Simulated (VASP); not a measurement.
Output of a VASP run:

**OSZICAR**
```
       N       E                     dE             d eps       ncg     rms          rms(c)
DAV:   1     0.407450605323E+03    0.40745E+03   -0.18858E+04   960   0.151E+03
DAV:   2    -0.120748446926E+02   -0.41953E+03   -0.41010E+03  1240   0.450E+02
DAV:   3    -0.458250452345E+02   -0.33750E+02   -0.33714E+02  1496   0.132E+02
DAV:   4    -0.472171805126E+02   -0.13921E+01   -0.13910E+01  1392   0.224E+01
DAV:   5    -0.472607685158E+02   -0.43588E-01   -0.43586E-01  1320   0.310E+00    0.246E+01
DAV:   6    -0.346193120998E+02    0.12641E+02   -0.66739E+01  1488   0.737E+01    0.159E+01
DAV:   7    -0.350298533851E+02   -0.41054E+00   -0.70078E+00  1288   0.130E+01    0.838E+00
DAV:   8    -0.350369159737E+02   -0.70626E-02   -0.16865E+00  1216   0.783E+00    0.164E+00
DAV:   9    -0.350153772077E+02    0.21539E-01   -0.44217E-01  1344   0.417E+00    0.116E+00
DAV:  10    -0.350737976276E+02   -0.58420E-01   -0.52906E-01  1296   0.756E+00    0.187E+00
DAV:  11    -0.350153896993E+02    0.58408E-01   -0.25084E-01  1240   0.490E+00    0.197E-01
DAV:  12    -0.350163304405E+02   -0.94074E-03   -0.93042E-03  1184   0.620E-01    0.178E-01
DAV:  13    -0.350169086506E+02   -0.57821E-03   -0.59222E-03  1256   0.698E-01    0.182E-01
DAV:  14    -0.350164110601E+02    0.49759E-03   -0.24441E-03  1168   0.465E-01    0.305E-02
DAV:  15    -0.350164138680E+02   -0.28078E-05   -0.10763E-04  1208   0.679E-02    0.695E-03
DAV:  16    -0.350164138587E+02    0.93255E-08   -0.43112E-06  1272   0.132E-02
   1 F= -.35016414E+02 E0= -.35016414E+02  d E =-.218441E-14
```

**OUTCAR**
```
------------------------ aborting loop because EDIFF is reached ----------------------------------------
  FORCE on cell =-STRESS in cart. coord.  units (eV):
  Direction    XX          YY          ZZ          XY          YZ          ZX
  --------------------------------------------------------------------------------------
  Total       -1.6054150     -1.6054150     -1.6054150      0.0000000     -0.0000000      0.0000000
  in kB      -40.5246720    -40.5246720    -40.5246720      0.0000000     -0.0000000      0.0000000
  external PRESSURE =     -40.5246720 kB  Pullay stress =       0.0000000 kB
  volume of cell :       63.47
      direct lattice vectors                 reciprocal lattice vectors
     3.988958000  0.000000000  0.000000000     0.250692035  0.000000000  0.000000000
     0.000000000  3.988958000  0.000000000     0.000000000  0.250692035  0.000000000
     0.000000000  0.000000000  3.988958000     0.000000000  0.000000000  0.250692035
 POSITION                                       TOTAL-FORCE (eV/Angst)
 -----------------------------------------------------------------------------------
      0.00000      0.00000      0.00000         0.000000      0.000000      0.000000
      1.99448      1.99448      1.99448         0.000000      0.000000      0.000000
      1.99448      0.00000      1.99448         0.000000      0.000000      0.000000
      0.00000      1.99448      1.99448         0.000000      0.000000      0.000000
      1.99448      1.99448      0.00000         0.000000      0.000000      0.000000
 -----------------------------------------------------------------------------------
    total drift:                                0.000000      0.000000      0.000000
  FREE ENERGIE OF THE ION-ELECTRON SYSTEM (eV)
  ---------------------------------------------------
  free  energy   TOTEN  =       -35.0164138587 eV

  energy  without entropy=      -35.0164138587  energy(sigma->0) =      -35.01641386
```
(Selected blocks of OUTCAR.)

### POSCAR
```
SrTiO3
1
    3.9889580000     0.0000000000     0.0000000000
    0.0000000000     3.9889580000     0.0000000000
    0.0000000000     0.0000000000     3.9889580000
Sr Ti O
1 1 3
Direct
  0.0000000000   0.0000000000   0.0000000000
  0.5000000000   0.5000000000   0.5000000000
  0.5000000000   0.0000000000   0.5000000000
  0.0000000000   0.5000000000   0.5000000000
  0.5000000000   0.5000000000   0.0000000000
```

Task: Write an INCAR and KPOINTS that could have produced this output.

Result: This is not unique; one that fits is the input of the run itself, PBE GGA + U (Dudarev), plane waves, VASP's PBE PAW potentials (set 64).

**INCAR**
```
# general
SYSTEM    =  SrTiO3
PREC      =  Accurate
ENCUT     =  400   # plane-wave cut-off (eV)
LREAL     =  F   # projection in real space or not
LASPH     =  T

# electronic loop
EDIFF     =  1E-6
NELM      =  100
ALGO      =  Normal
LMAXMIX   =  4

# smearing
ISMEAR    =  -1   # Fermi-Dirac
SIGMA     =  0.02

# functional
GGA       =  PE

# DFT+U
LDAU      =  T
LDAUTYPE  =  2
LDAUL     =  -1 2 -1
LDAUU     =  0 8.0 0
LDAUJ     =  0 0 0

# ions
ISIF      =  2   # forces and stress, cell fixed

# output
LWAVE     =  F
LCHARG    =  F
```

**KPOINTS**
```
K-points
0
Gamma
  6 6 6
```

POTCAR, in this order: Sr_sv Ti_sv O (PBE.64 set). Program: vasp_std.

At this cut-off the stress carries a Pulay error, which pulls relaxed volumes low.

The structure is a typed SrTiO3 crystal (Pm-3m). The cell was not relaxed at this level. The run is one of a series of settings (LDAU = .TRUE., LDAUJ = 0 0 0, LDAUL = -1 2 -1, LDAUTYPE = 2, LDAUU = 0 8.0 0 against the base run), some of them coarse on purpose.
